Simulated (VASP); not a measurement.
Calculation: G0W0 on PBE orbitals, VASP's PBE PAW potentials (set 64) (plane waves; VASP).

The input files of a VASP run:

### INCAR
```
SYSTEM = BP
PREC = Normal; ENCUT = 500; LREAL = F
LASPH = T; NBANDS = 240
ALGO = EVGW0
ISMEAR = 0; SIGMA = 0.01
GGA = PE
LWAVE = F; LCHARG = F
NELMGW = 1; NOMEGA = 64; ENCUTGW = 250
NBANDSGW = 12; LSPECTRALGW = T
```

File POSCAR:
```
BP
3.2102650
  0.0000000000   0.7071067342   0.7071067342
  0.7071067342   0.0000000000   0.7071067342
  0.7071067342   0.7071067342   0.0000000000
B P
1 1
Direct
  0.0000000000   0.0000000000   0.0000000000
  0.2500000000   0.2500000000   0.2500000000
```

### KPOINTS
```
Regular mesh
0
gamma
  4 4 4
```

POTCAR, in this order: B_GW P_GW (PBE.64 set). Program: vasp_std. Read from the step before: WAVECAR, WAVEDER.

What VASP printed:

### OSZICAR
```
energies w=
    0.000    0.000    0.553    0.000    1.104    0.000    1.653    0.000
    2.198    0.000    2.738    0.000    3.273    0.000    3.801    0.000
    4.323    0.000    4.838    0.000    5.345    0.000    5.846    0.000
    6.339    0.000    6.826    0.000    7.307    0.000    7.782    0.000
    8.252    0.000    8.718    0.000    9.181    0.000    9.641    0.000
   10.100    0.000   10.558    0.000   11.017    0.000   11.477    0.000
   11.940    0.000   12.407    0.000   12.880    0.000   13.359    0.000
   13.846    0.000   14.344    0.000   14.854    0.000   15.377    0.000
   15.916    0.000   16.473    0.000   17.052    0.000   17.654    0.000
   18.284    0.000   18.945    0.000   19.643    0.000   20.381    0.000
   21.166    0.000   22.004    0.000   22.905    0.000   23.879    0.000
   24.935    0.000   26.090    0.000   27.359    0.000   28.765    0.000
   30.333    0.000   32.097    0.000   34.099    0.000   36.394    0.000
   39.055    0.000   42.179    0.000   45.902    0.000   50.415    0.000
   56.000    0.000   63.087    0.000   72.368    0.000   85.035    0.000
  103.325    0.000  131.991    0.000  183.225    0.000  300.584    0.000
NQ=   1    0.0000    0.0000    0.0000,
 performed        166000 updates of chi_q(r,r)
NQ=   2    0.2500    0.0000    0.0000,
 performed        494000 updates of chi_q(r,r)
NQ=   3    0.5000    0.0000    0.0000,
 performed        776000 updates of chi_q(r,r)
NQ=   4    0.2500    0.2500    0.0000,
 performed       1104000 updates of chi_q(r,r)
NQ=   5    0.5000    0.2500    0.0000,
 performed       1558000 updates of chi_q(r,r)
NQ=   6   -0.2500    0.2500    0.0000,
 performed       1966000 updates of chi_q(r,r)
NQ=   7    0.5000    0.5000    0.0000,
 performed       2213000 updates of chi_q(r,r)
NQ=   8   -0.2500    0.5000    0.2500,
 performed       2529000 updates of chi_q(r,r)
 resolving degeneracies of screened two electron integrals
```

### OUTCAR
```


 k-point   1 :       0.0000    0.0000    0.0000
  band No.  KS-energies  QP-energies   sigma(KS)   V_xc(KS)     V^pw_x(r,r')   Z            occupation Imag(sigma)

      1      -8.3057      -9.2134     -13.2887     -12.0514     -20.4541       0.7336       2.0000       1.4109
      2       7.1564       6.4713     -14.1812     -13.3097     -15.2396       0.7862       2.0000       0.0437
      3       7.1564       6.4713     -14.1812     -13.3097     -15.2396       0.7862       2.0000       0.0437
      4       7.1564       6.4713     -14.1812     -13.3097     -15.2396       0.7862       2.0000       0.0437
      5      10.5425      10.7720     -11.7745     -12.0678      -6.9477       0.7826       0.0000      -0.0719
      6      10.5425      10.7720     -11.7745     -12.0678      -6.9477       0.7826       0.0000      -0.0719
      7      10.5425      10.7720     -11.7745     -12.0678      -6.9477       0.7826       0.0000      -0.0719
      8      14.5129      14.6987     -12.5078     -12.7528      -6.0835       0.7586       0.0000      -0.1715
      9      18.6620      18.4471      -9.6881      -9.4141      -3.3004       0.7842       0.0000      -0.3330
     10      19.1510      19.4708     -11.3345     -11.7521      -4.9388       0.7659       0.0000      -0.2643
     11      19.1510      19.4708     -11.3345     -11.7521      -4.9388       0.7659       0.0000      -0.2643
     12      22.8103      22.8191      -9.9040      -9.9152      -2.7841       0.7818       0.0000      -0.6567

 k-point   2 :       0.2500    0.0000    0.0000
  band No.  KS-energies  QP-energies   sigma(KS)   V_xc(KS)     V^pw_x(r,r')   Z            occupation Imag(sigma)

      1      -7.2008      -8.0485     -13.3451     -12.1524     -20.1283       0.7107       2.0000       1.2088
      2       2.3067       1.4816     -13.5224     -12.4259     -16.1645       0.7524       2.0000       0.1198
      3       6.0385       5.3254     -13.9753     -13.0619     -15.3393       0.7807       2.0000       0.0512
      4       6.0385       5.3254     -13.9753     -13.0619     -15.3393       0.7807       2.0000       0.0512
      5      11.1396      11.2836     -11.9306     -12.1152      -6.8105       0.7800       0.0000      -0.0812
      6      11.9009      12.1594     -11.7745     -12.1075      -6.5585       0.7761       0.0000      -0.0889
      7      11.9009      12.1594     -11.7745     -12.1075      -6.5585       0.7761       0.0000      -0.0889
      8      16.7599      16.9377     -11.8013     -12.0383      -4.9623       0.7501       0.0000      -0.2678
      9      18.0302      18.2358     -10.9181     -11.1857      -4.6644       0.7688       0.0000      -0.2686
     10      18.0302      18.2358     -10.9181     -11.1857      -4.6644       0.7688       0.0000      -0.2686
     11      20.1856      20.0537     -10.0813      -9.9095      -3.3659       0.7680       0.0000      -0.4190
     12      23.4425      23.4270     -10.5615     -10.5413      -3.2221       0.7635       0.0000      -0.6465

 k-point   3 :       0.5000    0.0000    0.0000
  band No.  KS-energies  QP-energies   sigma(KS)   V_xc(KS)     V^pw_x(r,r')   Z            occupation Imag(sigma)

      1      -4.9837      -5.8018     -13.7332     -12.5993     -19.6994       0.7215       2.0000       0.8552
      2      -1.8809      -2.7368     -12.9361     -11.7542     -17.4348       0.7242       2.0000       0.3996
      3       5.3982       4.6408     -14.0142     -13.0376     -15.6817       0.7755       2.0000       0.0585
      4       5.3982       4.6408     -14.0142     -13.0376     -15.6817       0.7755       2.0000       0.0585
      5      10.9165      11.0307     -11.9440     -12.0904      -6.7733       0.7797       0.0000      -0.0799
      6      11.8458      12.0929     -11.2608     -11.5762      -6.0515       0.7835       0.0000      -0.0887
      7      11.8458      12.0929     -11.2608     -11.5762      -6.0515       0.7835       0.0000      -0.0887
      8      17.2770      17.2731     -10.1352     -10.1301      -3.4259       0.7582       0.0000      -0.2974
      9      21.6200      21.8828     -11.5835     -11.9322      -4.1265       0.7537       0.0000      -0.5798
     10      21.6200      21.8828     -11.5835     -11.9322      -4.1265       0.7537       0.0000      -0.5798
     11      21.9798      22.0565     -10.7748     -10.8743      -3.5382       0.7702       0.0000      -0.5113
     12      24.5375      24.7110     -11.6285     -11.8540      -4.0705       0.7692       0.0000      -0.8213

 k-point   4 :       0.2500    0.2500    0.0000
  band No.  KS-energies  QP-energies   sigma(KS)   V_xc(KS)     V^pw_x(r,r')   Z            occupation Imag(sigma)

      1      -6.8250      -7.6757     -13.3594     -12.1791     -20.0043       0.7208       2.0000       1.1482
      2       3.4579       2.6156     -14.1924     -13.0838     -16.5089       0.7598       2.0000       0.0936
      3       4.4210       3.6564     -13.6462     -12.6542     -15.5342       0.7709       2.0000       0.0687
      4       4.4210       3.6564     -13.6462     -12.6542     -15.5342       0.7709       2.0000       0.0687
      5       8.9573       9.0525     -11.1837     -11.3038      -6.6621       0.7924       0.0000      -0.0619
      6      12.0868      12.1948     -10.4927     -10.6297      -5.1925       0.7886       0.0000      -0.0940
      7      14.8562      15.1691     -12.2807     -12.6926      -6.1750       0.7596       0.0000      -0.1698
      8      14.8562      15.1691     -12.2807     -12.6926      -6.1750       0.7596       0.0000      -0.1698
      9      19.2390      19.4457     -12.3592     -12.6366      -5.1521       0.7449       0.0000      -0.4001
     10      20.7119      21.0351     -11.4055     -11.8265      -4.5938       0.7679       0.0000      -0.4166
     11      22.5440      22.5413     -10.5455     -10.5420      -3.3791       0.7626       0.0000      -0.5511
     12      25.6088      25.6287     -10.5214     -10.5474      -2.8436       0.7678       0.0000      -0.9408

 k-point   5 :       0.5000    0.2500    0.0000
  band No.  KS-energies  QP-energies   sigma(KS)   V_xc(KS)     V^pw_x(r,r')   Z            occupation Imag(sigma)

      1      -4.5859      -5.3970     -13.6618     -12.5227     -19.4318       0.7121       2.0000       0.7770
      2      -0.5457      -1.4124     -13.4957     -12.3006     -17.4952       0.7251       2.0000       0.2880
      3       2.3767       1.5527     -13.3302     -12.2459     -15.8551       0.7600       2.0000       0.1149
      4       3.9657       3.1709     -13.6861     -12.6499     -15.7936       0.7670       2.0000       0.0761
      5       9.6720       9.7573     -10.8681     -10.9757      -6.1159       0.7929       0.0000      -0.0682
      6      13.5640      13.7242     -11.1751     -11.3814      -5.5641       0.7764       0.0000      -0.1218
      7      15.2724      15.5787     -11.7745     -12.1759      -5.5485       0.7630       0.0000      -0.1882
      8      15.4705      15.7225     -12.1773     -12.5103      -5.8091       0.7566       0.0000      -0.1964
      9      20.2867      20.5186     -11.7052     -12.0177      -4.2171       0.7420       0.0000      -0.4870
     10      21.7761      22.0432     -11.5969     -11.9478      -4.1953       0.7611       0.0000      -0.5732
     11      24.4926      24.6472     -11.6586     -11.8655      -3.7216       0.7471       0.0000      -0.7658
     12      25.5947      25.5596     -10.6502     -10.6041      -3.1343       0.7627       0.0000      -0.7979

 k-point   6 :      -0.2500    0.2500    0.0000
  band No.  KS-energies  QP-energies   sigma(KS)   V_xc(KS)     V^pw_x(r,r')   Z            occupation Imag(sigma)

      1      -5.4837      -6.3156     -13.5201     -12.3668     -19.6547       0.7213       2.0000       0.9268
      2       0.6853      -0.1773     -13.7513     -12.5736     -17.2372       0.7324       2.0000       0.2018
      3       1.9127       1.0949     -13.0661     -11.9856     -15.7154       0.7569       2.0000       0.1269
      4       5.2199       4.4664     -13.8987     -12.9283     -15.5494       0.7764       2.0000       0.0591
      5      10.9965      11.1577     -11.1616     -11.3668      -6.1013       0.7854       0.0000      -0.0789
      6      13.5085      13.8260     -11.7708     -12.1866      -5.8925       0.7637       0.0000      -0.1343
      7      14.6493      14.8085     -11.9814     -12.1884      -6.1597       0.7688       0.0000      -0.1470
      8      15.9029      16.1358     -11.6746     -11.9827      -5.1086       0.7560       0.0000      -0.2200
      9      17.0624      17.2229     -10.8618     -11.0693      -4.9007       0.7738       0.0000      -0.2162
     10      19.7725      19.9637     -11.4527     -11.7078      -4.1685       0.7494       0.0000      -0.4477
     11      24.6499      24.7887     -11.6343     -11.8199      -3.6372       0.7479       0.0000      -0.7949
     12      25.3322      25.3709     -10.6142     -10.6650      -3.0507       0.7600       0.0000      -0.7776

 k-point   7 :       0.5000    0.5000    0.0000
  band No.  KS-energies  QP-energies   sigma(KS)   V_xc(KS)     V^pw_x(r,r')   Z            occupation Imag(sigma)

      1      -3.4550      -4.2411     -13.7915     -12.6946     -19.0240       0.7166       2.0000       0.6030
      2      -1.4281      -2.3191     -13.6298     -12.3770     -18.1930       0.7112       2.0000       0.3784
      3       3.0390       2.2149     -13.5892     -12.5036     -16.0601       0.7590       2.0000       0.0930
      4       3.0390       2.2149     -13.5892     -12.5036     -16.0601       0.7590       2.0000       0.0930
      5       8.4757       8.4836     -10.7736     -10.7835      -6.2450       0.7959       0.0000      -0.0620
      6       8.7992       8.8367     -10.5834     -10.6303      -6.0337       0.8005       0.0000      -0.0621
      7      19.2240      19.5855     -12.3475     -12.8422      -4.6150       0.7310       0.0000      -0.4536
      8      19.2240      19.5855     -12.3475     -12.8422      -4.6150       0.7310       0.0000      -0.4536
      9      22.3845      22.6975     -11.9540     -12.3668      -3.9980       0.7583       0.0000      -0.6614
...
```
(Selected blocks of OUTCAR.)

The mesh is coarse and the basis finite, so the quasiparticle values are not converged.

The compound is BP in the zinc blende structure. The cell was not relaxed at this level. The k-mesh is coarse (spacing up to 0.60 per Å, 2π included), so the numbers may not be converged in it.
